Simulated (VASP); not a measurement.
These are revPBE GGA, VASP's PBE PAW potentials (set 64) (plane waves; VASP) values and carry that method's errors.

VASP ran on this input.

### INCAR
```
ALGO = Normal
EDIFF = 1E-6
ENCUT = 300
GGA = RE
ISIF = 2
ISMEAR = 0
LASPH = .TRUE.
LCHARG = .FALSE.
LMAXMIX = 4
LREAL = .FALSE.
LWAVE = .FALSE.
NELM = 100
PREC = Accurate
SIGMA = 0.05
SYSTEM = Ba
```

POSCAR:
```
Ba
1.0
  5.0200000000   0.0000000000   0.0000000000
  0.0000000000   5.0200000000   0.0000000000
  0.0000000000   0.0000000000  29.4564420000
Ba
4
Cartesian
  0.0018072000   4.9296098800  13.4639505094
  2.4513965200   2.6479847400  11.0000075054
  4.9553524400   0.0155218400  18.4564344946
  2.6314488600   2.4468835400  16.0172938148
```

### KPOINTS
```
Automatic mesh
0
G
 9 9 1
0 0 0
```

POTCAR, in this order: Ba_sv (PBE.64 set). Program: vasp_std.

Output

OUTCAR:
```
 ion  position               nearest neighbor table
   1  0.000  0.982  0.457-   2 4.16   2 4.23   4 4.29   4 4.32   2 4.42   4 4.43   4 4.46   2 4.49
  LATTYP: Found a simple tetragonal cell.
 ALAT       =     5.0200000000
 C/A-ratio  =     5.8678171315
 Subroutine PRICEL returns:
 Original cell was already a primitive cell.
 Subroutine GETGRP returns: Found  1 space group operations
The static configuration has the point symmetry C_1 .
The dynamic configuration has the point symmetry C_1 .
 Subroutine INISYM returns: Found  1 space group operations
 Subroutine IBZKPT returns following result:
 Found     41 irreducible k-points:

 Following reciprocal coordinates:
            Coordinates               Weight
  0.000000  0.000000  0.000000      1.000000
  0.111111  0.000000  0.000000      2.000000
  0.000000  0.111111  0.000000      2.000000
  0.222222  0.000000  0.000000      2.000000
  0.000000  0.222222  0.000000      2.000000
  0.333333  0.000000  0.000000      2.000000
  0.000000  0.333333  0.000000      2.000000
  0.444444  0.000000  0.000000      2.000000
  0.000000  0.444444  0.000000      2.000000
  0.111111  0.111111  0.000000      2.000000
 -0.111111  0.111111  0.000000      2.000000
  0.222222  0.111111  0.000000      2.000000
 -0.111111  0.222222  0.000000      2.000000
 -0.222222  0.111111  0.000000      2.000000
  0.111111  0.222222  0.000000      2.000000
  0.333333  0.111111  0.000000      2.000000
 -0.111111  0.333333  0.000000      2.000000
 -0.333333  0.111111  0.000000      2.000000
  0.111111  0.333333  0.000000      2.000000
  0.444444  0.111111  0.000000      2.000000
 -0.111111  0.444444  0.000000      2.000000
 -0.444444  0.111111  0.000000      2.000000
  0.111111  0.444444  0.000000      2.000000
  0.222222  0.222222  0.000000      2.000000
...
```

File OSZICAR:
```
       N       E                     dE             d eps       ncg     rms          rms(c)
DAV:   1     0.346011448426E+03    0.34601E+03   -0.11429E+04  2408   0.765E+02
DAV:   2     0.420435118201E+02   -0.30397E+03   -0.30232E+03  3088   0.216E+02
DAV:   3    -0.579590441044E+01   -0.47839E+02   -0.47682E+02  3056   0.887E+01
DAV:   4    -0.710556060104E+01   -0.13097E+01   -0.13077E+01  2648   0.155E+01
DAV:   5    -0.715110236533E+01   -0.45542E-01   -0.45438E-01  3160   0.273E+00    0.382E+00
DAV:   6    -0.603640090858E+01    0.11147E+01   -0.75139E+00  2616   0.678E+00    0.208E+00
DAV:   7    -0.594485581131E+01    0.91545E-01   -0.71582E-01  2600   0.232E+00    0.108E+00
DAV:   8    -0.601286990341E+01   -0.68014E-01   -0.21046E+00  2624   0.216E+00    0.110E+00
DAV:   9    -0.587862192971E+01    0.13425E+00   -0.13456E+00  2744   0.151E+00    0.237E-01
DAV:  10    -0.588288378521E+01   -0.42619E-02   -0.76240E-02  2976   0.590E-01    0.174E-01
DAV:  11    -0.588518296969E+01   -0.22992E-02   -0.19314E-02  2616   0.335E-01    0.952E-02
DAV:  12    -0.588661163441E+01   -0.14287E-02   -0.47796E-03  2592   0.166E-01    0.575E-02
DAV:  13    -0.588758570259E+01   -0.97407E-03   -0.18584E-03  2576   0.106E-01    0.322E-02
DAV:  14    -0.588793957541E+01   -0.35387E-03   -0.93583E-04  2584   0.597E-02    0.230E-02
DAV:  15    -0.588811939117E+01   -0.17982E-03   -0.43689E-04  2456   0.615E-02    0.111E-02
DAV:  16    -0.588828594057E+01   -0.16655E-03   -0.14259E-04  2504   0.333E-02    0.755E-03
DAV:  17    -0.588840878970E+01   -0.12285E-03   -0.10456E-04  2376   0.299E-02    0.342E-03
DAV:  18    -0.588844174452E+01   -0.32955E-04   -0.22818E-05  2168   0.171E-02    0.193E-03
DAV:  19    -0.588845618225E+01   -0.14438E-04   -0.12406E-05  1792   0.112E-02    0.881E-04
DAV:  20    -0.588845668892E+01   -0.50666E-06   -0.46066E-06  1912   0.503E-03
   1 F= -.58884567E+01 E0= -.58860931E+01  d E =-.472711E-02
```

### OUTCAR
```
------------------------ aborting loop because EDIFF is reached ----------------------------------------
  FORCE on cell =-STRESS in cart. coord.  units (eV):
  Direction    XX          YY          ZZ          XY          YZ          ZX
  --------------------------------------------------------------------------------------
  Total       -0.0876551     -0.0976787      0.9718945     -0.0302180      0.2262802      0.0418537
  in kB       -0.1891908     -0.2108253      2.0976934     -0.0652211      0.4883931      0.0903352
  external PRESSURE =       0.5658924 kB  Pullay stress =       0.0000000 kB
  volume of cell :      742.31
      direct lattice vectors                 reciprocal lattice vectors
     5.020000000  0.000000000  0.000000000     0.199203187  0.000000000  0.000000000
     0.000000000  5.020000000  0.000000000     0.000000000  0.199203187  0.000000000
     0.000000000  0.000000000 29.456442000     0.000000000  0.000000000  0.033948431
 POSITION                                       TOTAL-FORCE (eV/Angst)
 -----------------------------------------------------------------------------------
      0.00181      4.92961     13.46395         0.039844      0.194744      0.283260
      2.45140      2.64798     11.00001         0.042968     -0.173032     -0.225690
      4.95535      0.01552     18.45643         0.147524     -0.060174      0.237511
      2.63145      2.44688     16.01729        -0.230336      0.038461     -0.295081
 -----------------------------------------------------------------------------------
    total drift:                               -0.001039     -0.000534      0.000601
  FREE ENERGIE OF THE ION-ELECTRON SYSTEM (eV)
  ---------------------------------------------------
  free  energy   TOTEN  =        -5.8884566889 eV

  energy  without entropy=       -5.8837295818  energy(sigma->0) =       -5.88609314
```
(Selected blocks of OUTCAR.)

At this cut-off the stress carries a Pulay error, which pulls relaxed volumes low. The cell holds a wide vacuum, so values per volume refer to the whole cell.

The cell is a sheet with vacuum, built from a generated structure.
